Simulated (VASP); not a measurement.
Level of theory: PBE GGA with D3 dispersion (Becke-Johnson damping), VASP's PBE PAW potentials (set 64) (plane waves; VASP).

VASP input:

POSCAR:
```
LiCl
1.0
  0.0000000000   2.5177683522   2.5177683522
  2.5177683522   0.0000000000   2.5177683522
  2.5177683522   2.5177683522   0.0000000000
Li Cl
1 1
direct
  0.0000000000   0.0000000000   0.0000000000
  0.5000000000   0.5000000000   0.5000000000
```

**INCAR**
```
! general
SYSTEM = LiCl
PREC   = Accurate
ENCUT  = 520   ! plane-wave cut-off (eV)
LREAL  = .FALSE.   ! projection in real space or not
LASPH  = .TRUE.   ! aspherical one-centre terms

! electronic loop
EDIFF  = 1E-6   ! SCF stop (eV)
NELM   = 100   ! most electronic steps
ALGO   = Normal   ! blocked Davidson

! smearing
ISMEAR = 0
SIGMA  = 0.05

! functional
GGA    = PE
IVDW   = 12   ! D3, Becke-Johnson

! ions
IBRION = 2
NSW    = 60   ! most ionic steps
ISIF   = 3   ! ions, shape and volume
EDIFFG = -0.01   ! ionic stop

! output
LWAVE  = .FALSE.
LCHARG = .FALSE.
```

### KPOINTS
```
Automatic
0
G
  8 8 8
```

POTCAR, in this order: Li_sv Cl (PBE.64 set). Program: vasp_std.

The resulting files:

OUTCAR:
```
 ion  position               nearest neighbor table
   1  0.000  0.000  0.000-   2 2.52   2 2.52   2 2.52   2 2.52   2 2.52   2 2.52
   2  0.500  0.500  0.500-   1 2.52   1 2.52   1 2.52   1 2.52   1 2.52   1 2.52
  LATTYP: Found a face centered cubic cell.
 ALAT       =     5.0355367044
 Subroutine PRICEL returns:
 Original cell was already a primitive cell.
 Subroutine GETGRP returns: Found 48 space group operations
The static configuration has the point symmetry O_h .
The dynamic configuration has the point symmetry O_h .
 Subroutine INISYM returns: Found 48 space group operations
 Subroutine IBZKPT returns following result:
 Found     29 irreducible k-points:

 Following reciprocal coordinates:
            Coordinates               Weight
  0.000000  0.000000  0.000000      1.000000
  0.125000  0.000000  0.000000      8.000000
  0.250000  0.000000  0.000000      8.000000
  0.375000  0.000000  0.000000      8.000000
  0.500000  0.000000  0.000000      4.000000
  0.125000  0.125000  0.000000      6.000000
  0.250000  0.125000  0.000000     24.000000
  0.375000  0.125000  0.000000     24.000000
  0.500000  0.125000  0.000000     24.000000
...
```

File OSZICAR:
```
       N       E                     dE             d eps       ncg     rms          rms(c)
DAV:   1     0.407251682627E+02    0.40725E+02   -0.43141E+03   522   0.103E+03
DAV:   2    -0.543011929682E+01   -0.46155E+02   -0.44345E+02   680   0.164E+02
DAV:   3    -0.738271343451E+01   -0.19526E+01   -0.19443E+01   667   0.380E+01
DAV:   4    -0.742978985377E+01   -0.47076E-01   -0.47003E-01   784   0.572E+00
DAV:   5    -0.743053622395E+01   -0.74637E-03   -0.74634E-03   663   0.600E-01    0.246E+00
DAV:   6    -0.736502075654E+01    0.65515E-01   -0.15692E-01   589   0.234E+00    0.177E+00
DAV:   7    -0.736624424064E+01   -0.12235E-02   -0.55994E-02   751   0.156E+00    0.934E-01
DAV:   8    -0.737008028806E+01   -0.38360E-02   -0.83600E-03   591   0.771E-01    0.138E-01
DAV:   9    -0.737006585717E+01    0.14431E-04   -0.28541E-04   682   0.151E-01    0.378E-02
DAV:  10    -0.737011963830E+01   -0.53781E-04   -0.93492E-05   563   0.896E-02    0.201E-02
DAV:  11    -0.737012482554E+01   -0.51872E-05   -0.49415E-06   774   0.215E-02    0.657E-03
DAV:  12    -0.737012600970E+01   -0.11842E-05   -0.39114E-07   545   0.597E-03    0.216E-03
DAV:  13    -0.737012545551E+01    0.55418E-06   -0.81648E-08   270   0.268E-03
   1 F= -.78471501E+01 E0= -.78471501E+01  d E =-.784715E+01
       N       E                     dE             d eps       ncg     rms          rms(c)
DAV:   1    -0.736951304846E+01    0.61296E-03   -0.22164E-03   522   0.357E-01    0.704E-02
DAV:   2    -0.736941238190E+01    0.10067E-03   -0.25275E-04   649   0.114E-01    0.248E-02
DAV:   3    -0.736940033868E+01    0.12043E-04   -0.50577E-05   541   0.463E-02    0.153E-02
DAV:   4    -0.736940286698E+01   -0.25283E-05   -0.11279E-06   418   0.103E-02    0.289E-03
DAV:   5    -0.736940370714E+01   -0.84016E-06   -0.34475E-07   303   0.518E-03
   2 F= -.78471731E+01 E0= -.78471731E+01  d E =-.229964E-04
```

File OUTCAR:
```
------------------------ aborting loop because EDIFF is reached ----------------------------------------
 Edisp (eV)   -0.47777
  FORCE on cell =-STRESS in cart. coord.  units (eV):
  Direction    XX          YY          ZZ          XY          YZ          ZX
  --------------------------------------------------------------------------------------
  Total      -0.00969    -0.00969    -0.00969     0.00000     0.00000     0.00000
  in kB      -0.48728    -0.48728    -0.48728     0.00000     0.00000     0.00000
  external pressure =       -0.49 kB  Pullay stress =        0.00 kB
  volume of cell :       31.87
      direct lattice vectors                 reciprocal lattice vectors
     0.000000000  2.516497293  2.516497293    -0.198688869  0.198688869  0.198688869
     2.516497293  0.000000000  2.516497293     0.198688869 -0.198688869  0.198688869
     2.516497293  2.516497293  0.000000000     0.198688869  0.198688869 -0.198688869
  FREE ENERGIE OF THE ION-ELECTRON SYSTEM (eV)
  ---------------------------------------------------
  free  energy   TOTEN  =        -7.8471731461 eV

  energy  without entropy=       -7.8471731461  energy(sigma->0) =       -7.84717315

 reached required accuracy - stopping structural energy minimisation
```
(Selected blocks of OUTCAR.)

**CONTCAR**
```
LiCl
   1.00000000000000
     0.0000000000000000    2.5164972925670241    2.5164972925670241
     2.5164972925670241    0.0000000000000000    2.5164972925670241
     2.5164972925670241    2.5164972925670241    0.0000000000000000
  Li              Cl
     1     1
Direct
     1.0000000000000000    0.0000000000000000    0.0000000000000000
     0.5000000000000000    0.5000000000000000    0.5000000000000000
```

The compound is LiCl in the rock salt structure. This run relaxes it. Symmetry was kept, so distortions that lower it aren't found. The start is the result of an earlier pass.
